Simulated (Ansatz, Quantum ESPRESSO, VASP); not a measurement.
## Code comparison for NiS₂ (P2_1, 6 atoms in the cell)

Self-consistent single point.

```yaml
crystal:
  lattice:
    - [4.07766, 0.00000, 0.00000]
    - [0.00000, 5.20147, 0.00000]
    - [-2.01029, 0.00000, 4.88022]
  atoms:
    - { symbol: Ni, position: [0.75106, 0.83360, 0.74947] }
    - { symbol: Ni, position: [0.24894, 0.33360, 0.25053] }
    - { symbol: S, position: [0.26741, 0.95001, 0.41712] }
    - { symbol: S, position: [0.73259, 0.45001, 0.58288] }
    - { symbol: S, position: [0.76670, 0.21643, 0.91754] }
    - { symbol: S, position: [0.23330, 0.71643, 0.08246] }
```

Shared settings, as Ansatz (an electronic-structure program) writes them: kpoints.mp_grid.grid = 6 5 5; scf.occupations.method = fermi_dirac; scf.occupations.width = 0.02 eV. Potentials and cutoffs stand in the table.

```json
[
 {"code": "VASP", "model": "LDA (PZ), VASP's LDA PAW potentials (set 64)", "pressure (GPa)": "-4.81", "largest force (eV/Å)": "0.303", "gap on the mesh (eV)": "0.110", "cutoff": "300 eV"},
 {"code": "Ansatz", "model": "LDA (PW92), default PAW files made with PBE", "pressure (GPa)": "-4.32", "largest force (eV/Å)": "0.381", "gap on the mesh (eV)": "0.116", "cutoff": "default"},
 {"code": "Quantum ESPRESSO", "model": "LDA (PZ), PSlibrary ultrasoft (LDA) pseudopotentials", "pressure (GPa)": "-4.17", "largest force (eV/Å)": "0.377", "gap on the mesh (eV)": "0.180", "cutoff": "50 Ry"}
]
```

Size of the force on each atom (eV/Å): Sizes of forces hide their directions.

```json
[
 {"code": "VASP", "Ni1": "0.021", "Ni2": "0.021", "S3": "0.303", "S4": "0.303", "S5": "0.295", "S6": "0.295"},
 {"code": "Ansatz", "Ni1": "0.021", "Ni2": "0.021", "S3": "0.381", "S4": "0.381", "S5": "0.370", "S6": "0.370"},
 {"code": "Quantum ESPRESSO", "Ni1": "0.021", "Ni2": "0.021", "S3": "0.377", "S4": "0.377", "S5": "0.365", "S6": "0.365"}
]
```

Gaps are read on the mesh.

On Ansatz's run: spin polarisation is off, so a magnetic state, if there is one, cannot be reached.

The spread over the programs that give each value: pressure within 0.64 GPa; largest force within 0.078 eV/Å; gap on the mesh within 0.070 eV.

Ansatz's pressure is given at a fixed set of plane waves, as the other plane-wave codes print theirs; with its correction for the finite basis it is -4.28 GPa. The same LDA comes in different parametrisations, which differ slightly. In the force vectors, VASP (by 0.087) lies more than 0.08 eV/Å from the median of the plane-wave programs.

VASP's run is marked for a possible Pulay error in its stress at this cutoff; no cutoff test was made.

The starting cell comes from a database of computed structures (which also holds hypothetical and non-ambient phases and stackings), without a prior relaxation at this level.

Left out of this page: CP2K and SIESTA (not drawn, or without a comparable value).

Keys are those of Ansatz 0.2.
